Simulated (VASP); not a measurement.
Energy against volume of TiB$_{2}$ (AlB2 type). Level of theory: SCAN meta-GGA, VASP's PBE PAW potentials (set 64) (plane waves; VASP 6.6.1). Settings: 520 eV cut-off, 12×12×9 Γ-centred mesh, first-order Methfessel-Paxton smearing of 0.10 eV, potentials Ti_sv B.

Shape and ions are relaxed at each volume.

```csv
V (Å³/atom),E (eV/atom)
7.994,-11.39385
8.249,-11.41328
8.504,-11.41860
8.760,-11.41169
```

Q: Fit these four points and predict the energy of the run at 9.015 Å³/atom.

A: A cubic in V^(−2/3), the third-order Birch-Murnaghan form, passes through the four points with V0 = 8.48 Å³/atom and B0 = 257 GPa, and gives -11.3943 eV/atom there. The run gave -11.3938 eV/atom, +0.5 meV/atom from the fit; all five points give B0 = 260 GPa.

The compound is TiB2 in the AlB2 type structure. It was relaxed first.
